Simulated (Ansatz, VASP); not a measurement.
# AlPt in two plane-wave programs, part 2 of 2

One calculation is typed for both programs; each brings its own data sets. How far apart do they land? The cell is taken from a series of runs on this material, whose earlier steps may have relaxed, scaled, displaced or heated it; both programs get it as it stands.

VASP 6.6.1 and Ansatz 0.2.0.

So far: The structure; VASP: zone-centre phonons, PBEsol.

**3. Ansatz: zone-centre phonons, PBEsol**

Level of this step: Ansatz beside VASP: Kohn-Sham DFT, plane waves, PBEsol (Ansatz).

Ansatz runs on its default PAW (the set named soft_2) files.

The same cell, functional, mesh and smearing now go to Ansatz, which takes its cutoff from its data sets.

File input.yaml:

```yaml
crystal:
  lattice:
    - [3.0605407501, 0.0, 0.0]
    - [0.0, 3.0605407501, 0.0]
    - [0.0, 0.0, 3.0605407501]
  atoms:
    - { symbol: Al, position: [0.0, 0.0, 0.0] }
    - { symbol: Pt, position: [0.5, 0.5, 0.5] }
kpoints:
  mp_grid: { grid: [12, 12, 12] }
hamiltonian:
  xc: pbesol
scf:
  occupations: { method: methfessel_paxton, width: 0.15 }
output:
  eigenvalues: true
phonons:
  method: dfpt
  qmesh: [2, 2, 2]
  temperatures: { t_max: 1000, t_step: 50 }
  qpath:
    path:
      - [[0.0, 0.0, 0.0], [0.0, 0.5, 0.0], [0.5, 0.5, 0.0], [0.0, 0.0, 0.0], [0.5, 0.5, 0.5], [0.0, 0.5, 0.0]]
      - [[0.5, 0.5, 0.5], [0.5, 0.5, 0.0]]
    npoints: 10
```

Launch:

```
$ ansatz run input.yaml --threads 4 --pin off --max-ram 7168MiB --backend cpu --events-out ev --progress --plain --runs-dir out
```

Numbers of over 12 decimals in the logs are rounded to 6 here.

Log:

```text
Engine: ansatz 0.2.0, x86_64-unknown-linux-gnu
Pseudopotentials: kind: paw
Pseudopotential: Al, paw, valence charge 3, recommended cutoff 420 eV (normal), Al.paw.azcp
Pseudopotential: Pt, paw, valence charge 18, recommended cutoff 420 eV (normal), Pt.paw.azcp
Functional definition: PBEsol
  exchange = pbesol_x
  correlation = pbesol_c
Crystal: 2 atoms, lattice volume = 28.668 Å³
Basis set: ecut = 420 eV, 587 PW (Γ), exchange–correlation on 48×48×48 points (8 copies of the dense FFT grid, shifted against one another)
Bands: 15, of which v1, the nominal top of the filled ones, is band 11 counted from 1 (10 counted from 0)
Symmetry: 48 space group operations
k-points: 84 of 1728
Non-local potential: Al, projectors of the file, l = 0: 2, l = 1: 2, l = 2: 1
Non-local potential: Pt, projectors of the file, l = 0: 3, l = 1: 2, l = 2: 2, l = 3: 1
PAW form: soft (Blöchl's): semilocal exchange-correlation on the pseudo side does not see the compensation charge
PAW frozen core: Al, regenerated for the run's functional, and the local potential with it (the file was generated under x = pbe(κ = 0.804, μ = 0.219515), c = pbe(β = 0.066725))
PAW frozen core: Pt, regenerated for the run's functional, and the local potential with it (the file was generated under x = pbe(κ = 0.804, μ = 0.219515), c = pbe(β = 0.066725))
PAW one-centre angular grid: Al, 110 points (default); XC on 64 Gauss nodes
PAW one-centre angular grid: Pt, 590 points (default); XC on 64 Gauss nodes
Initial density: superposition of atomic densities (neutral atoms: chi_scale 0, normalization atom), corrected by the library's trained network
Initial wavefunctions: pseudopotential atomic-orbital guess
Functional: x = pbesol(κ = 0.804, μ = 0.123457), c = pbesol(β = 0.046)
SCF iter   1: F=—  HF=-12910.235941 eV  |F-HF|=—  |Δ(HF+E_count)|=         —  Δρ=2.81e-3  dr2=1.26e-3  ethr=1.77e-3  ⟨swp⟩=5.0  Hψ=6075  notcnv=0
preconditioner: auto → none  [insulator: Δε(μ)=0.107 eV  Ē_g=10.508 eV  σ=0.150 eV  W_gap=0.52  n_scr=6 (ndim 8)  ℏωp=25.0 eV  f_vac=0.000  D(μ)=0.59/eV (n_scr^D=0)  ε∞_Penn≈6.7]
SCF iter   2: F=—  HF=-12910.236393 eV  |F-HF|=—  |Δ(HF+E_count)|=   4.52e-4  S|Δr|=    0.00e0  Δρ=1.19e-3  dr2=1.75e-4  ethr=5.99e-6  ⟨swp⟩=2.1  Hψ=2508  notcnv=0
SCF iter   3: F=—  HF=-12910.236371 eV  |F-HF|=—  |Δ(HF+E_count)|=   2.25e-5  S|Δr|=    0.00e0  Δρ=2.32e-4  dr2=5.51e-6  ethr=8.34e-7  ⟨swp⟩=2.1  Hψ=1621  notcnv=0
SCF iter   4: F=—  HF=-12910.236370 eV  |F-HF|=—  |Δ(HF+E_count)|=   1.04e-6  S|Δr|=    0.00e0  Δρ=3.08e-5  dr2=5.34e-8  ethr=2.63e-8  ⟨swp⟩=2.7  Hψ=2056  notcnv=0
SCF iter   5: F=—  HF=-12910.236372 eV  |F-HF|=—  |Δ(HF+E_count)|=   2.03e-6  S|Δr|=    0.00e0  Δρ=2.04e-6  dr2=5.49e-10  ethr=2.54e-10  ⟨swp⟩=2.2  Hψ=1876  notcnv=0
SCF iter   6: F=-12910.236372 eV  HF=-12910.236372 eV  |F-HF|=3.64e-12  |Δ(HF+E_count)|=  5.46e-12  S|Δr|=    0.00e0  Δρ=2.89e-7  dr2=5.83e-12  ethr=1.00e-12  ⟨swp⟩=4.8  Hψ=6098  notcnv=0
SCF 1 converged in 6 iterations: F = -12910.236372 eV  dr2 = 5.83e-12
  greatest PAW one-centre occupation: 1.000 electrons in one spin orbital (limit 2), on the Pt atom at site 1 (counted from 0), in its partial waves of l = 0
phonons: the bands overlap, so this run is a metal and interpolates without the dipole-dipole term. If the crystal is really an insulator or semiconductor, its LO-TO splitting is missing
NSCF: frozen V_eff on 84 k-points
NSCF: frozen V_eff on 196 k-points
DFPT response loops at q = (0, 0, 0) (fractional): preconditioner auto → Kerker (q_TF=auto, 2.590 Å⁻¹) (partly filled bands, converged f_vac=0.000); β = 1.00, the filter's whole step (`scf.mixing.beta` (0.50) is not read by the response loops under this deck's `scf.mixing.preconditioner`; to damp them name `kerker` or `kerker_dos`, under which they read `scf.mixing.beta`, and type it under 1.00, their step now; both keys bind the ground state too); Broyden in place of MSR1
NSCF: frozen V_eff on 686 k-points
DFPT response loops at q = (0, 0, -0.5) (fractional): mixed as the last ones told, above
NSCF: frozen V_eff on 686 k-points
DFPT response loops at q = (0, -0.5, -0.5) (fractional): mixed as the last ones told, above
NSCF: frozen V_eff on 392 k-points
DFPT response loops at q = (-0.5, -0.5, -0.5) (fractional): mixed as the last ones told, above
SCF converged after 6 iterations
Stability not checked: this state was not tested for a lower state beside it, because cold or Methfessel-Paxton smearing, or corrected tetrahedra, fill the levels in a way that the test cannot read (fill_not_monotonic; see scf.lower_state_search)
Free energy (F): -12910.236372 eV
Harris-Foulkes:  -12910.236372 eV  (|F-HF|=3.64e-12)
Internal energy: -12910.236445 eV  (E = F + TS)
E sigma→0 (E₀):  -12910.236390 eV
Entropy (-TS):   0.000073 eV (0.037 meV/atom)
Fermi energy:    17.461102 eV
--- Per-component energies (eV) ---
  E_band       = -211.332385
  E_kinetic    = 666.041232
  E_local      = -2118.219534  (includes V_loc(G=0)·N_el)
  E_nonlocal   = 212.040284
  E_hartree    = 829.512097
  E_xc         = -302.065845
  E_vxc        = -334.666200  (∫ρ·V_xc dr)
  E_paw        = -9771.447411  (= ΣΔE_a)
  E_vpaw       = -295.552525  (= ΣTr[D̂ρ^β])
  E_aug_tail   = 0.000187  (compensation charges beyond the density's cutoff)
  E_ewald      = -2426.403574
  E_core_change = 0.306120  (= ΣΔE_core)
  E_smearing   = 0.000073  (= −TS)
  E_closure    = 0.000000  (closes the sum)
  Σ components = -12910.236372   (vs F -12910.236372, Δ=0.00e0)
--- Band table (eV; the first three rows and the last of 84) ---
  k-point 0: bands = [... 7 lower, 14.7416, 14.7416, 14.7416, 21.3464, 21.3464, 21.3464, 26.5504, 26.5504]
  k-point 1: bands = [... 7 lower, 14.6109, 14.6109, 14.7551, 20.5984, 21.5847, 21.5847, 26.2934, 26.8698]
  k-point 2: bands = [... 7 lower, 14.2860, 14.2860, 14.7922, 19.1663, 22.2313, 22.2313, 25.6472, 27.1205]
  k-point 83: bands = [... 7 lower, 16.1060, 16.1060, 18.1698, 19.1739, 19.1739, 19.1739, 22.4364, 23.6454]
--- Phonons (Γ-DFPT): 2 representative perturbations + reference (Σ response iterations 7) ---
  ASR residual: 2.121e-5 → 0.000e0 eV/Å²; symmetrization residual: 7.151e-7 eV/Å²
  ASR residual per site (eV/Å²): 2.12e-5 3.27e-6
  Γ frequencies (cm⁻¹): 0.00 0.00 0.00 223.37 223.37 223.37
--- Phonons (arbitrary-q DFPT): 4 irreducible q on the 2×2×2 mesh ---
  q = [0.0000, 0.0000, 0.0000] (star 1, of the zone-centre solve; hermiticity 3.29e-7, symmetrization 1.42e-13): -0.00 -0.00 0.00 223.37 223.37 223.37
  q = [0.0000, 0.0000, -0.5000] (star 3, 4 solved perturbations in 1078 linear systems a pass and spin channel, the states on 343 of 1728 k-point pairs; hermiticity 6.90e-14, symmetrization 2.18e-13): 48.13 48.13 117.60 246.64 246.64 356.64
  q = [0.0000, -0.5000, -0.5000] (star 3, 4 solved perturbations in 1078 linear systems a pass and spin channel, the states on 343 of 1728 k-point pairs; hermiticity 1.78e-7, symmetrization 3.96e-13): 44.21 59.31 59.31 217.32 284.63 284.63
  q = [-0.5000, -0.5000, -0.5000] (star 1, 2 solved perturbations on 196 of 1728 k-point pairs; hermiticity 2.44e-13, symmetrization 3.74e-13): 66.16 66.16 66.16 294.42 294.42 294.42
  sum rule: each row above includes the acoustic sum rule's correction from the zone centre's row sums; it moved no ω² by more than (0.46 cm⁻¹)²
  mesh force constants: q→R imaginary residual 2.31e-17; ASR residual 2.121e-5 → 0.000e0 eV/Å²; symmetrization residual 2.665e-15 eV/Å²
  interpolated dispersion: 62 rows × 6 modes
  density of states and harmonic sums: on the 20×20×20 q-mesh, interpolated from the force constants of a 2×2×2 supercell (no non-analytic term)
  largest difference from the sums on the solved wave vectors: F 7.52e-2 eV, S 1.07e-4 and C_V 3.23e-5 eV/K
  zero-point energy: 0.061974 eV/cell   skipped modes (ω ≤ 0): 3   left out of the sums: 6.25e-5 of the cell's modes: C_V's classical limit lies that fraction below 3 k_B per atom; for a crystal, a wire or a layer, F and S can be off by more, and a phonons.interpolated_qmesh denser along its periods is the remedy for the sampling
```

The column dr2 measures how far the density is from self-consistency, as an energy; F and HF (Harris–Foulkes) agree once it is small.

**4. Side by side**

Known differences besides the potentials themselves: VASP's run holds the zone centre alone; the data sets hold 21 valence electrons in Ansatz (on its default PAW (the set named soft_2) files) and 13 in VASP; the cutoff is 420 eV in Ansatz and 500 eV in VASP; Ansatz makes its cores anew for this functional, VASP keeps those of its PBE data sets. Total energies have different zeros and are not compared.

Both answers:

```csv
quantity,Ansatz,VASP,difference
optical mode 1 to 3 (cm⁻¹),223.4,224.6,-0.55 %
```

Modes are paired by rising frequency, not by their patterns, so a pair may set unlike modes beside each other; they are those without the splitting of longitudinal modes.

**5. What came out**

| Property | Result |
| --- | --- |
| r.m.s. difference of the optical zone-centre modes, each program's sorted by frequency (zone-centre phonons, PBEsol) | 1.2 cm⁻¹ |
| difference in optical mode 1 to 3 (zone-centre phonons, PBEsol) | -0.5 % |

In words: The r.m.s. difference of the optical zone-centre modes, each program's sorted by frequency is 1.2 cm⁻¹ (zone-centre phonons, PBEsol). The data sets hold unlike numbers of valence electrons (21 in Ansatz and 13 in VASP), so part of the differences comes from the potentials. Among the rows given in per cent, the largest difference of the zone-centre phonons, PBEsol pair is in optical mode 1 to 3, -0.5 %. 1 further run of this series is not shown here. How closely two codes agree says nothing of how well the functional describes the real material.

[Lines on the potential files, build, host, timing and source positions are cut from VASP's logs without a mark.]

[Logs are printed without paths, hosts, clocks, repeated set-up lines and the standing remarks that a program may print on its own settings, such as how far it seeks lower states.]

[Hosts, paths, dates, database ids (printed as entryN), source tags and the programs' standing remarks are cut or masked in the printed files.]
